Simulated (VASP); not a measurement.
```yaml
crystal:
  lattice:
    - [0.00000, 2.53873, 2.53873]
    - [2.53873, 0.00000, 2.53873]
    - [2.53873, 2.53873, 0.00000]
  atoms:
    - { symbol: Pb, position: [0.00000, 0.00000, 0.00000] }
```

All values below come from PW91 GGA, VASP's PBE PAW potentials (set 64) (plane waves; VASP). Run with 520 eV cut-off, 13×13×13 Γ-centred mesh, first-order Methfessel-Paxton smearing of 0.10 eV, potentials Pb_d.

Unless said otherwise, spin-orbit coupling is left out, though it shifts the bands of the heavy elements here.

Task: Predict the energy per atom (σ→0), band gap (on the k-mesh) with the smallest direct gap where there is one.

Result: 
```
Property                                                    Result
------------------------  ----------------------------------------
band gap (on the k-mesh)  none (metal, semimetal or under 0.01 eV)
energy per atom (σ→0)                               -3.594 eV/atom
```

The absolute energy has meaning only against runs of the same code, potentials and settings.

The compound is Pb in the fcc structure. This cell is one point of a volume scan, at 1.03 of the reference volume.
